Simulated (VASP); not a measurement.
Output of a VASP run:

**OSZICAR**
```
       N       E                     dE             d eps       ncg     rms          rms(c)
DAV:   1     0.289718244993E+03    0.28972E+03   -0.14256E+04   788   0.138E+03
DAV:   2     0.119142581134E+02   -0.27780E+03   -0.26943E+03   848   0.320E+02
DAV:   3    -0.242199429807E+02   -0.36134E+02   -0.34366E+02   888   0.107E+02
DAV:   4    -0.261748710254E+02   -0.19549E+01   -0.19047E+01   880   0.263E+01
DAV:   5    -0.262515224595E+02   -0.76651E-01   -0.75660E-01  1036   0.514E+00    0.108E+01
DAV:   6    -0.260130905935E+02    0.23843E+00   -0.86544E-01  1052   0.468E+00    0.685E+00
DAV:   7    -0.260511944825E+02   -0.38104E-01   -0.58580E-01   960   0.380E+00    0.288E+00
DAV:   8    -0.260261835407E+02    0.25011E-01   -0.17316E-01  1004   0.232E+00    0.739E-01
DAV:   9    -0.260196475608E+02    0.65360E-02   -0.33924E-02   896   0.915E-01    0.427E-01
DAV:  10    -0.260199063160E+02   -0.25876E-03   -0.66648E-03   908   0.337E-01    0.385E-01
DAV:  11    -0.260201036513E+02   -0.19734E-03   -0.86876E-04   864   0.157E-01    0.148E-01
DAV:  12    -0.260201662274E+02   -0.62576E-04   -0.19871E-04   936   0.809E-02    0.825E-02
DAV:  13    -0.260201650375E+02    0.11898E-05   -0.82104E-05   976   0.393E-02    0.752E-02
DAV:  14    -0.260201653994E+02   -0.36186E-06   -0.10761E-05   812   0.158E-02    0.350E-02
DAV:  15    -0.260201653510E+02    0.48361E-07   -0.92240E-06   832   0.141E-02
   1 F= -.26020165E+02 E0= -.26008803E+02  d E =-.227255E-01
```

**OUTCAR**
```
------------------------ aborting loop because EDIFF is reached ----------------------------------------
  FORCE on cell =-STRESS in cart. coord.  units (eV):
  Direction    XX          YY          ZZ          XY          YZ          ZX
  --------------------------------------------------------------------------------------
  Total        3.6164669      3.6164669      1.9752094      0.0000000      0.0000000      0.0000000
  in kB       27.1662851     27.1662848     14.8374378      0.0000000      0.0000000      0.0000000
  external PRESSURE =      23.0566692 kB  Pullay stress =       0.0000000 kB
  volume of cell :      213.29
      direct lattice vectors                 reciprocal lattice vectors
     2.114718000  1.220933000 13.767950000     0.236438144  0.136507627  0.024210818
    -2.114718000  1.220933000 13.767950000    -0.236438144  0.136507627  0.024210818
     0.000000000 -2.441866000 13.767950000     0.000000000 -0.273015254  0.024210818
 POSITION                                       TOTAL-FORCE (eV/Angst)
 -----------------------------------------------------------------------------------
      0.00000      0.00000      0.00000         0.000000      0.000000     -0.000000
      0.00000      0.00000     17.64914        -0.000000      0.000000     -0.896908
      0.00000      0.00000     23.65471        -0.000000     -0.000000      0.896908
      0.00000      0.00000      5.48102        -0.000000     -0.000000      0.587389
      0.00000      0.00000     35.82283        -0.000000      0.000000     -0.587389
      0.00000      0.00000     11.96986        -0.000000      0.000000      0.227733
      0.00000      0.00000     29.33399        -0.000000     -0.000000     -0.227733
 -----------------------------------------------------------------------------------
    total drift:                                0.000000      0.000000      0.000000
  FREE ENERGIE OF THE ION-ELECTRON SYSTEM (eV)
  ---------------------------------------------------
  free  energy   TOTEN  =       -26.0201653510 eV

  energy  without entropy=      -25.9974398440  energy(sigma->0) =      -26.00880260
```
(Selected blocks of OUTCAR.)

File POSCAR:
```
Ge(SbTe2)2
1
    2.1147180000     1.2209330000    13.7679500000
   -2.1147180000     1.2209330000    13.7679500000
    0.0000000000    -2.4418660000    13.7679500000
Ge Sb Te
1 2 4
Direct
  0.0000000000   0.0000000000   0.0000000000
  0.4273000000   0.4273000000   0.4273000000
  0.5727000000   0.5727000000   0.5727000000
  0.1327000000   0.1327000000   0.1327000000
  0.8673000000   0.8673000000   0.8673000000
  0.2898000000   0.2898000000   0.2898000000
  0.7102000000   0.7102000000   0.7102000000
```

**Question.** Reconstruct the remaining input files.

**Answer.** This is not unique; one that fits is the input of the run itself, PBE GGA, plane waves, VASP's PBE PAW potentials (set 64).

KPOINTS:
```
Regular mesh
0
Gamma
4 4 4
0 0 0
```

**INCAR**
```
SYSTEM = Ge(SbTe2)2
PREC = Accurate
ENCUT = 300
EDIFF = 1E-6
NELM = 100
ALGO = Normal
LREAL = .FALSE.
LASPH = .TRUE.
ISMEAR = -1
SIGMA = 0.1
GGA = PE
LMAXMIX = 4
LWAVE = .FALSE.
LCHARG = .FALSE.
ISIF = 2
```

POTCAR, in this order: Ge_d Sb Te (PBE.64 set). Program: vasp_std.

At this cut-off the stress carries a Pulay error, which pulls relaxed volumes low.

The structure was generated: GeSb2Te4 was put into an ordered model structure, which need not be its known phase. The cell was not relaxed at this level. The k-mesh is coarse (spacing up to 0.43 per Å, 2π included), so the numbers may not be converged in it. The run is one of a series of settings (KPOINTS 4×4×4 Γ-centred mesh against the base run), some of them coarse on purpose.
